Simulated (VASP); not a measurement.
The system is LiP2.

```xyz
6
Lattice="5.9667 0.0000 0.0000 0.0000 5.9667 0.0000 0.0000 0.0000 2.3648" Properties=species:S:1:pos:R:3 pbc="T T T"
Li    2.9834    2.9834    0.0000
Li    0.0000    0.0000    0.0000
P     5.1504    3.7997    0.0000
P     0.8164    2.1670    0.0000
P     3.7997    0.8164    0.0000
P     2.1670    5.1504    0.0000
```

The cell was built by a generator and needn't be a form met in nature.

| Quantity | Value |
| --- | --- |
| Program | VASP 6.6.1 |
| Task | relaxation of cell and atoms |
| Functional | PBE |
| Potentials or basis | VASP PAW PBE potentials, release 64 (Li_sv, P) |
| Cutoff | 600 eV |
| k mesh | 4 × 4 × 8 |
| Occupations | gaussian, width 0.1 eV |
| Spin | no spin polarisation |

At the start: pressure 9.4 GPa; volume 14.03 Å³/atom.

Question: How do energy, volume and symmetry change on relaxing?

Answer: Over 7 steps the energy falls by 182.4 meV/atom and the volume is 17.37 Å³/atom (+23.8 %); space group P4/mbm (No. 127, to 0.05 Å).

The path:
```
step  energy change (eV)  largest force (eV/Å)  pressure (GPa)  volume (Å³)
   1              0.0000                1.5414            9.40        84.19
   2             -0.8138                1.1454            1.94        94.55
   3             -0.9324                0.5878            0.06       100.29
   4             -1.0727                0.0366            0.83       102.29
   5             -1.0821                0.3093            1.23       102.95
   6             -1.0775                0.3554           -1.09       105.73
   7             -1.0941                0.0138            0.10       104.21
```

Final structure:
```
Li P
1.0
     6.37329    0.00000    0.00000
     0.00000    6.37329    0.00000
     0.00000    0.00000    2.56561
Li P
2 4
Direct
  0.50000 0.50000 0.00000
  0.00000 0.00000 0.00000
  0.88275 0.61725 0.00000
  0.11725 0.38275 0.00000
  0.61725 0.11725 0.00000
  0.38275 0.88275 0.00000
```

Caveat: the cutoff is under 1.25 times the usual one of these potentials, so pressure, stress and relaxed cells hold a basis-set (Pulay) error; the volume moved by over 15 % at a fixed basis, so the end points are rough.
